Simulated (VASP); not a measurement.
SnO$_{2}$ (rutile): the LDA gap over mesh and path against the volume, with shape and ions relaxed at each volume; LDA's own equilibrium is at 11.912 Å³/atom. VASP (PAW), 520 eV cut-off, 5×5×8 Γ-centred mesh, Gaussian smearing of 0.050 eV, potentials Sn_d O.  Fit the value as a straight line in ln V.

```tsv
V (Å³/atom)	LDA gap over mesh and path (eV)
10.84	2.251
11.197	1.849
11.555	1.479
11.912	1.140
12.269	0.835
12.627	0.566
```

Task: Fit the rows as the text says and predict the value at 10.483.

Result: The slope against ln V is -11.07 eV, the volume deformation potential of this gap. The line misses the rows by up to 0.040 and gives 2.586 at 10.483. The run gave 2.684, +0.098 from the line, so the form doesn't hold that far.

Left out are failed runs and those whose mesh is unfit for this quantity.

The compound is SnO2 in the rutile structure.
